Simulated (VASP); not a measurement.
Computed with PBEsol GGA with spin-orbit coupling, VASP's PBE PAW potentials (set 64) (plane waves; VASP 6.6.1).

VASP input:

INCAR:
```
SYSTEM = PtAl2
PREC = Accurate
ENCUT = 300
EDIFF = 1E-6
NELM = 100
ALGO = Normal
LREAL = .FALSE.
LASPH = .TRUE.
ISMEAR = 0
SIGMA = 0.136
GGA = PS
LMAXMIX = 6
LWAVE = .FALSE.
LCHARG = .FALSE.
ISIF = 2
LSORBIT = .TRUE.
LNONCOLLINEAR = .TRUE.
MAGMOM = 0.0 0.0 0.0 0.0 0.0 0.0 0.0 0.0 0.0
GGA_COMPAT = .FALSE.
LORBIT = 11
```

### KPOINTS
```
Automatic mesh
0
G
 10 10 10
```

### POSCAR
```
PtAl2
5.910
  0.0000000000   0.5000000000   0.5000000000
  0.5000000000   0.0000000000   0.5000000000
  0.5000000000   0.5000000000   0.0000000000
Al Pt
2 1
Cart
  0.2500000000   0.2500000000   0.2500000000
  0.7500000000   0.7500000000   0.7500000000
  0.0000000000   0.0000000000   0.0000000000
```

POTCAR, in this order: Al Pt (PBE.64 set). Program: vasp_ncl.

Output

OUTCAR:
```
 ion  position               nearest neighbor table
   1  0.250  0.250  0.250-   3 2.56   3 2.56   3 2.56   3 2.56   2 2.96   2 2.96   2 2.96   2 2.96
                             2 2.96   2 2.96
   2  0.750  0.750  0.750-   3 2.56   3 2.56   3 2.56   3 2.56   1 2.96   1 2.96   1 2.96   1 2.96
                             1 2.96   1 2.96
   3  0.000  0.000  0.000-   2 2.56   2 2.56   2 2.56   1 2.56   2 2.56   1 2.56   1 2.56   1 2.56
  LATTYP: Found a face centered cubic cell.
 ALAT       =     5.9100000000
 Subroutine PRICEL returns:
 Original cell was already a primitive cell.
 Subroutine GETGRP returns: Found 48 space group operations
The static configuration has the point symmetry O_h .
The dynamic configuration has the point symmetry O_h .
The overall configuration has the point symmetry O_h .
 Subroutine INISYM returns: Found 48 space group operations
 Subroutine IBZKPT returns following result:
 Found     47 irreducible k-points:

 Following reciprocal coordinates:
            Coordinates               Weight
  0.000000  0.000000  0.000000      1.000000
  0.100000  0.000000  0.000000      8.000000
  0.200000  0.000000  0.000000      8.000000
  0.300000  0.000000  0.000000      8.000000
  0.400000  0.000000  0.000000      8.000000
  0.500000  0.000000  0.000000      4.000000
  0.100000  0.100000  0.000000      6.000000
  0.200000  0.100000  0.000000     24.000000
  0.300000  0.100000  0.000000     24.000000
  0.400000  0.100000  0.000000     24.000000
  0.500000  0.100000  0.000000     24.000000
 -0.400000  0.100000  0.000000     24.000000
 -0.300000  0.100000  0.000000     24.000000
 -0.200000  0.100000  0.000000     24.000000
 -0.100000  0.100000  0.000000     12.000000
  0.200000  0.200000  0.000000      6.000000
  0.300000  0.200000  0.000000     24.000000
  0.400000  0.200000  0.000000     24.000000
  0.500000  0.200000  0.000000     24.000000
 -0.400000  0.200000  0.000000     24.000000
...
```

File OSZICAR:
```
       N       E                     dE             d eps       ncg     rms          rms(c)
DAV:   1     0.349367856367E+02    0.34937E+02   -0.47837E+03  2296   0.723E+02
DAV:   2    -0.172919706976E+02   -0.52229E+02   -0.47361E+02  2712   0.159E+02
DAV:   3    -0.187688880743E+02   -0.14769E+01   -0.14630E+01  2928   0.264E+01
DAV:   4    -0.187811006933E+02   -0.12213E-01   -0.12210E-01  2680   0.280E+00
DAV:   5    -0.187812915417E+02   -0.19085E-03   -0.19084E-03  2880   0.354E-01    0.976E+00
DAV:   6    -0.182590851549E+02    0.52221E+00   -0.25604E+00  2696   0.165E+01    0.356E+00
DAV:   7    -0.181659818013E+02    0.93103E-01   -0.21725E-01  2528   0.484E+00    0.251E+00
DAV:   8    -0.181342029999E+02    0.31779E-01   -0.18353E-02  2712   0.115E+00    0.123E+00
DAV:   9    -0.181272139872E+02    0.69890E-02   -0.75365E-03  2720   0.910E-01    0.226E-01
DAV:  10    -0.181272348274E+02   -0.20840E-04   -0.36174E-04  2696   0.165E-01    0.117E-01
DAV:  11    -0.181272572215E+02   -0.22394E-04   -0.76933E-05  2624   0.802E-02    0.161E-02
DAV:  12    -0.181272569243E+02    0.29720E-06   -0.15158E-06  2584   0.124E-02
   1 F= -.18127257E+02 E0= -.18122211E+02  d E =-.100921E-01  mag=    -0.0000     0.0000    -0.0000
```

File OUTCAR:
```
------------------------ aborting loop because EDIFF is reached ----------------------------------------
  FORCE on cell =-STRESS in cart. coord.  units (eV):
  Direction    XX          YY          ZZ          XY          YZ          ZX
  --------------------------------------------------------------------------------------
  Total       -0.5021259     -0.5021259     -0.5021259      0.0000000     -0.0000000     -0.0000000
  in kB      -15.5890903    -15.5890903    -15.5890903      0.0000000     -0.0000000     -0.0000000
  external PRESSURE =     -15.5890903 kB  Pullay stress =       0.0000000 kB
  volume of cell :       51.61
      direct lattice vectors                 reciprocal lattice vectors
     0.000000000  2.955000000  2.955000000    -0.169204738  0.169204738  0.169204738
     2.955000000  0.000000000  2.955000000     0.169204738 -0.169204738  0.169204738
     2.955000000  2.955000000  0.000000000     0.169204738  0.169204738 -0.169204738
 POSITION                                       TOTAL-FORCE (eV/Angst)
 -----------------------------------------------------------------------------------
      1.47750      1.47750      1.47750        -0.000000     -0.000000     -0.000000
      4.43250      4.43250      4.43250         0.000000      0.000000      0.000000
      0.00000      0.00000      0.00000         0.000000      0.000000     -0.000000
 -----------------------------------------------------------------------------------
    total drift:                               -0.000000     -0.000000     -0.000000
  FREE ENERGIE OF THE ION-ELECTRON SYSTEM (eV)
  ---------------------------------------------------
  free  energy   TOTEN  =       -18.1272569243 eV

  energy  without entropy=      -18.1171648550  energy(sigma->0) =      -18.12221089

 total charge

# of ion       s       p       d       tot
------------------------------------------
    1        0.400   0.367   0.000   0.767
    2        0.400   0.367   0.000   0.767
    3        0.829   0.741   8.140   9.710
--------------------------------------------------
tot          1.629   1.475   8.140  11.244

 magnetization (x)

# of ion       s       p       d       tot
------------------------------------------
    1        0.000   0.000   0.000   0.000
    2        0.000   0.000   0.000   0.000
    3        0.000   0.000   0.000   0.000
--------------------------------------------------
tot          0.000   0.000   0.000   0.000

 magnetization (y)

# of ion       s       p       d       tot
------------------------------------------
    1       -0.000  -0.000   0.000  -0.000
    2        0.000   0.000   0.000   0.000
    3       -0.000   0.000   0.000   0.000
--------------------------------------------------
tot         -0.000  -0.000   0.000  -0.000

 magnetization (z)

# of ion       s       p       d       tot
------------------------------------------
    1        0.000   0.000   0.000   0.000
    2        0.000   0.000   0.000   0.000
    3        0.000   0.000   0.000   0.000
--------------------------------------------------
tot          0.000   0.000   0.000   0.000

 Ion:    1  E_soc:     -0.0004875

 Ion:    2  E_soc:     -0.0004875

 Ion:    3  E_soc:     -0.7126492
```
(Selected blocks of OUTCAR.)

### OUTCAR
```
 val. band max:        7.7171212798   @ k =   0.4000   0.2000   0.0000

 cond. band min:       7.7793282227   @ k =   0.5000   0.3000   0.1000


 Fermi energy:         7.7647780351

 k-point     1 :       0.0000    0.0000    0.0000
  band No.  band energies     occupation
      1      -2.4450      1.00000
      2      -2.4450      1.00000
      3       2.3770      1.00000
      4       2.3770      1.00000
      5       2.3770      1.00000
      6       2.3770      1.00000
      7       3.0763      1.00000
      8       3.0763      1.00000
      9       4.2181      1.00000
     10       4.2181      1.00000
     11       4.2181      1.00000
     12       4.2181      1.00000
     13      10.6505      0.00000
     14      10.6505      0.00000
     15      10.7846      0.00000
     16      10.7846      0.00000
     17      11.9731      0.00000
     18      11.9731      0.00000
     19      11.9731      0.00000
     20      11.9731      0.00000
     21      13.0872      0.00000
     22      13.0872      0.00000
     23      13.0872      0.00000
     24      13.0872      0.00000

 k-point     2 :       0.1000    0.0000    0.0000
  band No.  band energies     occupation
      1      -2.3074      1.00000
      2      -2.3074      1.00000
      3       2.3523      1.00000
      4       2.3523      1.00000
      5       2.4036      1.00000
      6       2.4036      1.00000
      7       3.0851      1.00000
      8       3.0851      1.00000
      9       4.1747      1.00000
     10       4.1747      1.00000
     11       4.2264      1.00000
     12       4.2264      1.00000
     13       9.7058      0.00000
     14       9.7058      0.00000
     15      10.8288      0.00000
     16      10.8288      0.00000
     17      11.1923      0.00000
     18      11.1923      0.00000
     19      11.5135      0.00000
     20      11.5135      0.00000
     21      13.5957      0.00000
     22      13.5959      0.00000
     23      13.6137      0.00000
     24      13.6162      0.00000
...
```

At this cut-off the stress carries a Pulay error, which pulls relaxed volumes low.

The structure is a typed PtAl2 crystal (Fm-3m). The cell was not relaxed at this level. The run is one of a series of settings (GGA_COMPAT = .FALSE., LNONCOLLINEAR = .TRUE., LSORBIT = .TRUE., MAGMOM = 0.0 0.0 0.0 0.0 0.0 0.0 0.0 0.0 0.0, program vasp_ncl against the base run), some of them coarse on purpose.
